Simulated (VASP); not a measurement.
Data:

```xyz
4
Lattice="4.0986 0.0000 0.0000 0.0000 4.0986 0.0000 0.0000 0.0000 5.4619" Properties=species:S:1:pos:R:3 pbc="T T T"
Pb     2.0493     0.0000     4.2598
Pb     0.0000     2.0493     1.2022
O      2.0493     2.0493     0.0000
O      0.0000     4.0986     0.0000
```

All values below come from PW91 GGA, VASP's PBE PAW potentials (set 64) (plane waves; VASP). Run with 520 eV cut-off, 6×6×4 Γ-centred mesh, Gaussian smearing of 0.050 eV, potentials Pb_d O.

Without a dispersion term in the relaxation, distances and binding between the weakly bound layers, chains or molecules are unreliable, and so is what depends on them.

**Question.** The ions and cell shape at fixed volume are relaxed. Which structure does the run end with?

**Answer.** 
```xyz
4
Lattice="4.0560 0.0000 0.0000 0.0000 4.0560 0.0000 0.0000 0.0000 5.5774" Properties=species:S:1:pos:R:3 pbc="T T T"
Pb     2.0280     0.0000     4.3844
Pb     0.0000     2.0280     1.1930
O      2.0280     2.0280     0.0000
O      0.0000     0.0000     0.0000
```
Space group P4/nmm (129), at a tolerance of 0.03 Å.

**Question.** How much energy does the relaxation gain?

**Answer.** The energy (σ→0) changes by -4.0 meV/atom, in 8 ionic steps.

The compound is PbO in the litharge structure. This cell is one point of a volume scan, at 1.03 of the reference volume. Symmetry was kept, so distortions that lower it aren't found.
